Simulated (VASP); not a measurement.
Data:

```
MnS
1.0
    5.17511     2.57806     2.57806
    2.57806     5.17511     2.57806
    2.57806     2.57806     5.17511
Mn S
2 2
Direct
  0.00000   0.00000   0.00000
  0.50000   0.50000   0.50000
  0.25000   0.25000   0.25000
  0.75000   0.75000   0.75000
```
Starting moments (μB, in the order of the record's atoms Mn Mn S S): 4.1 -4.1 0.0 0.0.

These are rev-vdW-DF2, VASP's PBE PAW potentials (set 64) (plane waves; VASP 6.6.1) values and carry that method's errors. Settings: 520 eV cut-off, 7×7×7 Γ-centred mesh, Gaussian smearing of 0.050 eV, potentials Mn_pv S.

Q: Give the stress tensor in GPa (positive for a compressed cell).

A: 
```
-4.22  -0.07  -0.07
-0.07  -4.22  -0.07
-0.07  -0.07  -4.22
```
The pressure is its mean diagonal, -4.22 GPa.

The compound is MnS in the rock salt, AFM-II order structure. This cell is one point of a volume scan, at 1.06 of the reference volume.
